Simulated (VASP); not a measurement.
Level of theory: PBEsol GGA, VASP's PBE PAW potentials (set 64) (plane waves; VASP).

Gaps are without spin-orbit coupling.

Q: Order these relaxed crystals by band gap, smallest first: SnGeSe2, Pmc2_1 (26); Se, R-3 (148); ZrSe2, P-3m1 (164); PbF2, Fm-3m (225).

A: ZrSe2, P-3m1 (164) (0.11 eV), SnGeSe2, Pmc2_1 (26) (0.43 eV), Se, R-3 (148) (0.99 eV), PbF2, Fm-3m (225) (4.30 eV)
